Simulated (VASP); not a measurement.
Given:

```yaml
crystal:
  lattice:
    - [0.00000, 2.73714, 2.73714]
    - [2.73714, 0.00000, 2.73714]
    - [2.73714, 2.73714, 0.00000]
  atoms:
    - { symbol: K, position: [0.00000, 0.00000, 0.00000] }
    - { symbol: F, position: [0.50000, 0.50000, 0.50000] }
```

Level of theory: PBE0 hybrid, VASP's PBE PAW potentials (set 64) (plane waves; VASP). Settings: 520 eV cut-off, 6×6×6 Γ-centred mesh, Gaussian smearing of 0.050 eV, potentials K_sv F.

**Question.** Give the stress tensor in GPa (positive for a compressed cell).

**Answer.** 
```
-1.58   0.00   0.00
 0.00  -1.58   0.00
 0.00   0.00  -1.58
```
The pressure is its mean diagonal, -1.58 GPa.

The compound is KF in the rock salt structure. This cell is one point of a volume scan, at 1.03 of the reference volume. The cell's shape comes from a PBE relaxation.
